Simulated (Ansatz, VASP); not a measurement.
**Cross-check of LaB6 between VASP and Ansatz**

Wanted: the spread between two codes on one cell, functional and k mesh. The cell is taken from a series of runs on this material, whose earlier steps may have relaxed, scaled, displaced or heated it; both programs get it as it stands.

Calculated with Ansatz 0.2.0; plane waves, with VASP 6.6.1 beside it; relaxation of cell and atoms at r2SCAN with rVV10.

### Step 1. Set-up

Symmetry: Pm-3m, No. 221, cubic system. The conventional cell has a = 4.157 Å, b = 4.157 Å, c = 4.157 Å, α = 90.00°, β = 90.00°, γ = 90.00°. Nearest to La lie 24 B at 3.05 Å. Nearest to B lie 6 B at 1.65 to 2.51 Å and 4 La at 3.05 Å. Farther neighbours are not listed.

As a file:

```cif
data_structure
_symmetry_space_group_name_H-M 'P 1'
_symmetry_Int_Tables_number 1
_cell_length_a 4.1571
_cell_length_b 4.1571
_cell_length_c 4.1571
_cell_angle_alpha 90.000
_cell_angle_beta 90.000
_cell_angle_gamma 90.000
_cell_volume 71.84
loop_
_atom_site_label
_atom_site_type_symbol
_atom_site_fract_x
_atom_site_fract_y
_atom_site_fract_z
_atom_site_occupancy
La1 La 0.00000 0.00000 0.00000 1
B2 B 0.19853 0.50000 0.50000 1
B3 B 0.50000 0.19853 0.50000 1
B4 B 0.80147 0.50000 0.50000 1
B5 B 0.50000 0.80147 0.50000 1
B6 B 0.50000 0.50000 0.19853 1
B7 B 0.50000 0.50000 0.80147 1
```

### Step 2. Ansatz: relaxation of cell and atoms, r2SCAN with rVV10

Ansatz runs on its PAW soft_1 files.

The relaxed volume is the usual yardstick between codes: in a stiff, nearly cubic crystal its relative difference is about their pressure difference at one cell divided by the bulk modulus.

input.yaml

```yaml
crystal:
  lattice:
    - [4.15706, 0.0, 0.0]
    - [0.0, 4.15706, 0.0]
    - [0.0, 0.0, 4.15706]
  atoms:
    - { symbol: La, position: [0.0, 0.0, 0.0] }
    - { symbol: B, position: [0.19853, 0.5, 0.5] }
    - { symbol: B, position: [0.5, 0.19853, 0.5] }
    - { symbol: B, position: [0.80147, 0.5, 0.5] }
    - { symbol: B, position: [0.5, 0.80147, 0.5] }
    - { symbol: B, position: [0.5, 0.5, 0.19853] }
    - { symbol: B, position: [0.5, 0.5, 0.80147] }
kpoints:
  mp_grid: { grid: [8, 8, 8] }
scf:
  occupations: { method: fermi_dirac, width: 0.05 }
hamiltonian:
  xc: r2scan
  pseudopotentials: { kind: paw, azcp: { folder: soft_1 } }
  dispersion: rvv10
relax:
  f_tol: 0.01
  max_steps: 60
  cell: { stress_tol: 0.02 }
output:
  forces: true
  stress: true
```

Command:

```console
$ ansatz run input.yaml --threads 4 --pin off --max-ram 10240MiB --backend cpu --events-out ev --progress --plain --runs-dir out
```

Numbers of over 12 decimals in the logs are rounded to 6 here.

Output:

```text
Engine: ansatz 0.2.0, x86_64-unknown-linux-gnu
Pseudopotentials: kind: paw
Pseudopotential: La, paw, valence charge 11, recommended cutoff 500 eV (meta_gga), soft_1/La.paw.azcp
Pseudopotential: B, paw, valence charge 3, recommended cutoff 500 eV (meta_gga), soft_1/B.paw.azcp
Functional definition: r2SCAN+rVV10
  parameter k0 = 0.174
  parameter k1 = 0.065
  parameter a1 = 4.9479
  exchange = r2scan_x(k0 = k0, k1 = k1, a1 = a1)
  correlation = r2scan_c + rvv10(11.95, 0.0093)
Crystal: 7 atoms, lattice volume = 71.839 Å³
Basis set: ecut = 500 eV, 1839 PW (Γ), exchange–correlation on 144×144×144 points (64 copies of the dense FFT grid, shifted against one another)
Bands: 22, of which v1, the nominal top of the filled ones, is band 15 counted from 1 (14 counted from 0)
Symmetry: 48 space group operations
Space group: Pm-3m (ITA 221), of the structure as read, at distance tolerance 4.2e-5 Å
k-points: 35 of 512
Non-local potential: La, projectors of the file, l = 0: 3, l = 1: 2, l = 2: 2, l = 3: 3
Non-local potential: B, projectors of the file, l = 0: 2, l = 1: 2, l = 2: 1
PAW form: soft (Blöchl's): semilocal exchange-correlation on the pseudo side does not see the compensation charge
rVV10 density: all electrons in the spheres
PAW frozen core: La, regenerated for the run's functional (the file was generated under x = pbe(κ = 0.804, μ = 0.219515), c = pbe(β = 0.066725))
PAW frozen core: B, regenerated for the run's functional (the file was generated under x = pbe(κ = 0.804, μ = 0.219515), c = pbe(β = 0.066725))
PAW one-centre angular grid: La, 974 points (default); XC on 160 Gauss nodes
PAW one-centre angular grid: B, 302 points (default); XC on 223 of its mesh's 2233 points in the sphere
Initial density: superposition of atomic densities (chi_scale 0.1, normalization cell, long waves kept (reshape's long-wave potential 0.00 eV rms))
Initial wavefunctions: pseudopotential atomic-orbital guess
Functional: x = r2scan, c = r2scan + rvv10(b = 11.95, C = 0.0093); τ floored in thin density (d = 2e-4 eV/Å³)
SCF iter   1: F=—  HF=-7207.271987 eV  |F-HF|=—  |Δ(HF+E_count)|=         —  Δρ=6.79e-2  dr2=6.51e0  dr2_τ=1.19e0  ethr=3.10e-3  ⟨swp⟩=5.9  Hψ=3986  notcnv=0  defer=1
preconditioner: auto → Kerker (q_TF=auto, 2.345 Å⁻¹)  [metal: Δε(μ)=0.064 eV  Ē_g=12.833 eV  σ=0.050 eV  W_gap=0.31  n_scr=18 (ndim 8)  ℏωp=22.8 eV  f_vac=0.000  D(μ)=1.23/eV (n_scr^D=6)]
SCF iter   2: F=—  HF=-7206.422621 eV  |F-HF|=—  |Δ(HF+E_count)|=   8.49e-1  Δρ=4.12e-2  dr2=2.64e0  dr2_τ=1.14e-2  ethr=3.10e-3  ⟨swp⟩=3.5  Hψ=1783  notcnv=0  defer=38
SCF iter   3: F=—  HF=-7205.807345 eV  |F-HF|=—  |Δ(HF+E_count)|=   6.15e-1  Δρ=7.02e-3  dr2=2.79e-2  dr2_τ=1.63e-3  ethr=3.10e-3  ⟨swp⟩=4.8  Hψ=2054  notcnv=0  defer=41
SCF iter   4: F=—  HF=-7205.820942 eV  |F-HF|=—  |Δ(HF+E_count)|=   1.36e-2  Δρ=2.67e-3  dr2=1.10e-2  dr2_τ=4.40e-4  ethr=9.61e-5  ⟨swp⟩=3.7  Hψ=2005  notcnv=0  defer=41
SCF iter   5: F=—  HF=-7205.819154 eV  |F-HF|=—  |Δ(HF+E_count)|=   1.79e-3  Δρ=9.02e-4  dr2=7.32e-4  dr2_τ=6.43e-6  ethr=3.81e-5  ⟨swp⟩=3.8  Hψ=1519  notcnv=0  defer=41
SCF iter   6: F=—  HF=-7205.819385 eV  |F-HF|=—  |Δ(HF+E_count)|=   2.32e-4  Δρ=1.12e-4  dr2=7.59e-6  dr2_τ=7.14e-7  ethr=2.53e-6  ⟨swp⟩=2.5  Hψ=1439  notcnv=0  defer=41
SCF iter   7: F=—  HF=-7205.819399 eV  |F-HF|=—  |Δ(HF+E_count)|=   1.41e-5  Δρ=3.07e-5  dr2=1.10e-6  dr2_τ=2.40e-8  ethr=2.62e-8  ⟨swp⟩=2.1  Hψ=1243  notcnv=0  defer=41
SCF iter   8: F=-7205.819400 eV  HF=-7205.819400 eV  |F-HF|=5.96e-9  |Δ(HF+E_count)|=   1.56e-7  Δρ=5.11e-6  dr2=2.71e-8  dr2_τ=2.30e-10  ethr=3.45e-10  ⟨swp⟩=3.3  Hψ=3082  notcnv=0
SCF 1 converged in 8 iterations: F = -7205.819400 eV  dr2 = 2.71e-8
  greatest PAW one-centre occupation: 0.965 electrons in one spin orbital (limit 2), on the La atom at site 0 (counted from 0), in its partial waves of l = 0
relax step   1: F+E_penalty+E_count = -7205.81939950 eV  Δ(F+E_penalty+E_count) = +0.000e0 eV  max|allowed force component| = 3.779e-1 eV/Å  Δτ_max = 0.0000 Å  P = -1.676 GPa  Ω = 71.839 Å³  (8 SCF iters, dr2 threshold 1.00e-7 eV, accepted)
[...]
relax step   2: F+E_penalty+E_count = -7205.82597216 eV  Δ(F+E_penalty+E_count) = -6.573e-3 eV  max|allowed force component| = 2.233e-1 eV/Å  Δτ_max = 0.0022 Å  P = -0.761 GPa  Ω = 71.510 Å³  energy of the carried Pulay correction = +3.113e-5 eV  (5 SCF iters, dr2 threshold 7.00e-7 eV, accepted)
[...]
relax step   3: F+E_penalty+E_count = -7205.82872589 eV  Δ(F+E_penalty+E_count) = -2.754e-3 eV  max|allowed force component| = 2.784e-2 eV/Å  Δτ_max = 0.0038 Å  P = -0.146 GPa  Ω = 71.338 Å³  energy of the carried Pulay correction = +4.752e-5 eV  (5 SCF iters, dr2 threshold 7.00e-7 eV, accepted)
[...]
relax step   4: F+E_penalty+E_count = -7205.82880263 eV  Δ(F+E_penalty+E_count) = -7.674e-5 eV  max|allowed force component| = 5.126e-4 eV/Å  Δτ_max = 0.0005 Å  P = -0.005 GPa  Ω = 71.274 Å³  energy of the carried Pulay correction = +5.359e-5 eV  (3 SCF iters, dr2 threshold 5.32e-8 eV, accepted)
[...]
relax step   5: F+E_penalty+E_count = -7205.82875304 eV  Δ(F+E_penalty+E_count) = +4.959e-5 eV  max|allowed force component| = 3.515e-4 eV/Å  Δτ_max = 0.0000 Å  P = -0.005 GPa  Ω = 71.274 Å³  stress off target by 5.09e-3 GPa  SCF on the basis re-selected at this cell (its energy is not comparable with the rows above)  (5 SCF iters)
basis re-selected at this cell: Δ(F+E_penalty+E_count) = +4.959e-5 eV, ΔP = +0.000 GPa vs the last step (what re-selecting the basis moved, of the pressure what is left beyond the Pulay correction that the steps carried, after the strain that the cell walked since its last selection, with what the two solves' SCF thresholds leave and, on support functions, any second-order correction that the steps lacked; it is no m [...]
SCF converged after 5 iterations
Free energy (F): -7205.828753 eV
Harris-Foulkes:  -7205.828753 eV  (|F-HF|=9.09e-13)
Internal energy: -7205.822478 eV  (E = F + TS)
E sigma→0 (E₀):  -7205.825615 eV
Entropy (-TS):   -0.006275 eV (-0.896 meV/atom)
Fermi energy:    12.274624 eV
--- Per-component energies (eV) ---
  E_band       = 36.013667
  E_kinetic    = 488.191631
  E_local      = -345.345780  (includes V_loc(G=0)·N_el)
  E_nonlocal   = 133.365064
  E_hartree    = 120.557250
  E_xc         = -326.649257
  E_vxc        = -410.508408  (∫ρ·V_xc dr)
  E_paw        = -5917.872909  (= ΣΔE_a)
  E_vpaw       = -90.464576  (= ΣTr[D̂ρ^β])
  E_aug_tail   = 0.000002  (compensation charges beyond the density's cutoff)
  E_vtau       = 19.661232  (kinetic-family band-sum trace: ∫τ·v_τ [+ j·A + Jᵃ·Aᵃ] dr)
  E_ewald      = -1358.026050
  E_core_change = -0.042430  (= ΣΔE_core)
  E_smearing   = -0.006275  (= −TS)
  E_closure    = 0.000000  (closes the sum)
  Σ components = -7205.828753   (vs F -7205.828753, Δ=0.00e0)
--- Forces (eV/Å), atoms counted from 1 ---
  atom   1  La    -0.00000000    -0.00000000    -0.00000000
  atom   2  B      0.00035148    -0.00000000    -0.00000000
  atom   3  B      0.00000000     0.00035148     0.00000000
  atom   4  B     -0.00035148     0.00000000     0.00000000
  atom   5  B     -0.00000000    -0.00035148    -0.00000000
  atom   6  B     -0.00000000     0.00000000     0.00035148
  atom   7  B      0.00000000    -0.00000000    -0.00035148
  max |Σ_I F_I| component: 3.45e-18 eV/Å
--- Stress (GPa, compression-positive) ---
       -0.005092       0.000000      -0.000000
        0.000000      -0.005092       0.000000
       -0.000000       0.000000      -0.005092
  P = ⅓ Tr σ = -0.0051 GPa (-0.051 kbar)
--- Relaxed structure (4 steps of the walk, 4 accepted, 1 SCFs on fresh bases) ---
  F+E_penalty+E_count = -7205.82875304 eV   max|allowed force component| = 3.515e-4 eV/Å   (the final SCF, on the basis selected at the relaxed cell)
  cell:  # Å, volume = 71.2742 Å³
    - [4.146142, 0, 0]
    - [0, 4.146142, 0]
    - [0, 0, 4.146142]
  atoms:
    - { symbol: La, position: [0, 0, 0] }
    - { symbol: B, position: [0.199871, 0.5, 0.5] }
    - { symbol: B, position: [0.5, 0.199871, 0.5] }
    - { symbol: B, position: [0.800129, 0.5, 0.5] }
    - { symbol: B, position: [0.5, 0.800129, 0.5] }
    - { symbol: B, position: [0.5, 0.5, 0.199871] }
    - { symbol: B, position: [0.5, 0.5, 0.800129] }
```

In the SCF lines HF is the Harris–Foulkes energy and dr2 the Hartree energy of the density residual, in eV; the loop may stop once dr2 is under the threshold and the program's other checks hold. Hψ counts applications of the Hamiltonian.

(Part 1 of 2 ends here.)

[Lines on the potential files, build, host, timing and source positions are cut from VASP's logs without a mark.]

[Logs are printed without paths, hosts, clocks, repeated set-up lines and the standing remarks that a program may print on its own settings, such as how far it seeks lower states.]

[Hosts, paths, dates, database ids (printed as entryN), source tags and the programs' standing remarks are cut or masked in the printed files.]
